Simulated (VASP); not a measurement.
Calculation: MS2 meta-GGA, VASP's PBE PAW potentials (set 64) (plane waves; VASP).

The input files of a VASP run:

### KPOINTS
```
Automatic mesh
0
G
7 7 7
0 0 0
```

### INCAR
```
SYSTEM = CdS
PREC = Accurate; ENCUT = 520; LREAL = F
LASPH = T
EDIFF = 1E-6; NELM = 100; ALGO = Normal
LMAXMIX = 4; LMIXTAU = T
ISMEAR = 0; SIGMA = 0.05
METAGGA = MS2
IBRION = 2; NSW = 60; ISIF = 3
EDIFFG = -0.01
LWAVE = F; LCHARG = F
```

POSCAR:
```
CdS
1
    0.0000000000     2.9413858825     2.9413858825
    2.9413858825     0.0000000000     2.9413858825
    2.9413858825     2.9413858825    -0.0000000000
Cd S
1 1
Direct
  0.0000000000   0.0000000000   0.0000000000
  0.2500000000   0.2500000000   0.2500000000
```

POTCAR, in this order: Cd S (PBE.64 set). Program: vasp_std.

What VASP printed:

OSZICAR:
```
       N       E                     dE             d eps       ncg     rms          rms(c)
DAV:   1     0.977937775189E+02    0.97794E+02   -0.88100E+03   528   0.122E+03
DAV:   2    -0.182474279467E+02   -0.11604E+03   -0.11011E+03   560   0.292E+02
DAV:   3    -0.234339648764E+02   -0.51865E+01   -0.51596E+01   630   0.664E+01
DAV:   4    -0.234692237186E+02   -0.35259E-01   -0.35248E-01   575   0.548E+00
DAV:   5    -0.234696111730E+02   -0.38745E-03   -0.38745E-03   635   0.560E-01    0.149E+01
DAV:   6    -0.687697748603E+01    0.16593E+02   -0.30066E+01   520   0.991E+01    0.106E+01
DAV:   7    -0.803161020100E+01   -0.11546E+01   -0.14187E+00   525   0.156E+01    0.590E+00
DAV:   8    -0.743356501809E+01    0.59805E+00   -0.12161E+00   520   0.167E+01    0.174E+00
DAV:   9    -0.799393814014E+01   -0.56037E+00   -0.70660E-01   520   0.946E+00    0.870E-01
DAV:  10    -0.781844187915E+01    0.17550E+00   -0.24413E-01   520   0.595E+00    0.653E-01
DAV:  11    -0.781471360878E+01    0.37283E-02   -0.20985E-02   560   0.203E+00    0.314E-01
DAV:  12    -0.782570245088E+01   -0.10989E-01   -0.40978E-03   525   0.890E-01    0.611E-02
DAV:  13    -0.782624232399E+01   -0.53987E-03   -0.60316E-04   560   0.303E-01    0.799E-02
DAV:  14    -0.782630834722E+01   -0.66023E-04   -0.42030E-04   530   0.290E-01    0.147E-02
DAV:  15    -0.782635215441E+01   -0.43807E-04   -0.42170E-05   545   0.859E-02    0.173E-02
DAV:  16    -0.782634428207E+01    0.78723E-05   -0.35744E-06   595   0.194E-02    0.839E-03
DAV:  17    -0.782634988355E+01   -0.56015E-05   -0.84105E-06   550   0.359E-02    0.581E-03
DAV:  18    -0.782635164635E+01   -0.17628E-05   -0.13159E-06   370   0.149E-02    0.211E-03
DAV:  19    -0.782635246475E+01   -0.81840E-06   -0.34807E-07   310   0.823E-03
   1 F= -.78263525E+01 E0= -.78263525E+01  d E =-.782635E+01
```

**OUTCAR**
```
------------------------ aborting loop because EDIFF is reached ----------------------------------------
  FORCE on cell =-STRESS in cart. coord.  units (eV):
  Direction    XX          YY          ZZ          XY          YZ          ZX
  --------------------------------------------------------------------------------------
  Total        0.0106275      0.0106275      0.0106275     -0.0000000      0.0000000      0.0000000
  in kB        0.3345474      0.3345474      0.3345474     -0.0000000      0.0000000      0.0000000
  external PRESSURE =       0.3345474 kB  Pullay stress =       0.0000000 kB
  volume of cell :       50.90
      direct lattice vectors                 reciprocal lattice vectors
     0.000000000  2.941385883  2.941385883    -0.169987897  0.169987897  0.169987897
     2.941385883  0.000000000  2.941385883     0.169987897 -0.169987897  0.169987897
     2.941385883  2.941385883  0.000000000     0.169987897  0.169987897 -0.169987897
  FREE ENERGIE OF THE ION-ELECTRON SYSTEM (eV)
  ---------------------------------------------------
  free  energy   TOTEN  =        -7.8263524647 eV

  energy  without entropy=       -7.8263524647  energy(sigma->0) =       -7.82635246

 reached required accuracy - stopping structural energy minimisation
```
(Selected blocks of OUTCAR.)

The compound is CdS in the zinc blende structure, a metastable form; wurtzite is the usual one. It was relaxed first. The start is the result of an earlier pass.
